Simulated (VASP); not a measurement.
**CdI2: stress against strain**

CdI2 (1T layered, P-3m1, 40.101 Å³/atom and stress up to 0.19 GPa in the relaxed cell, c along z) under an equal strain ε along x and y, with z held. PBE in VASP (plane waves, PAW), 480 eV, 8×8×6 Γ-centred mesh, Gaussian smearing 0.05 eV; ions are relaxed, or left where forces stay under 0.02 eV/Å, within the symmetry of each cell. Against the start cell, which lies near the measured one, the relaxed cell differs by 12.6 % in volume and 8.0 % in c; the values below rest on it. Stress is positive for a compressed cell.

Here s stands for strain and y for stress xx.

| strain (%) | stress xx (GPa) |
|---|---|
| -3.00 | ? |
| -1.50 | 0.82 |
| -1.00 | 0.57 |
| -0.50 | 0.34 |
| 0.00 | 0.12 |
| 0.50 | -0.12 |
| 1.00 | -0.33 |
| 1.50 | -0.53 |

Task: Fit y against s with a straight line, and predict the withheld value at s = -3.00.

Result: Means: s 0, y 0.124. About the means, the sum of products is -3.1550 and the sum of squares of s is 7.0000; the slope is their ratio. Least squares gives y = 0.124 - 0.4507·s. Residuals (row less fit): 0.020, -0.005, -0.009, -0.004, -0.019, -0.003, 0.022; standard error 0.017 (degrees of freedom: 5). The slope gives the elastic constants C11 + C12 = 45.1 ± 0.6 GPa (± standard error of the fit, which holds the terms cut off). At the withheld row, y = 0.124 - 0.4507 × (-3.0) = 1.476 GPa. The calculation gives 1.65 GPa, 0.174 GPa above the prediction (8.0 % of the range of y in the table). The row lies outside the fitted rows, so this is an extrapolation. From the scatter of the fitted rows alone, a prediction at this place has a standard error of 0.026 GPa, so the miss is 6.7 times that.

A polynomial of degree 2 through the 12 other runs of the series gives 1.65 there, so most of the miss is curvature that the fit leaves out. Spin-orbit coupling is left out, which can shift these values for the heavy elements here. For CdI2: without a dispersion term in the relaxation, distances and binding between the weakly bound layers, chains or molecules are unreliable, and so is what depends on them. Rows are the converged runs of the series near zero and its far end, less any whose ions stayed unrelaxed beside relaxed ones; series whose fitted rows scatter by over a few per cent of the range, as at a crossing or softening among them, aren't shown in this form. Most that stay on the fit to the last digits aren't either.
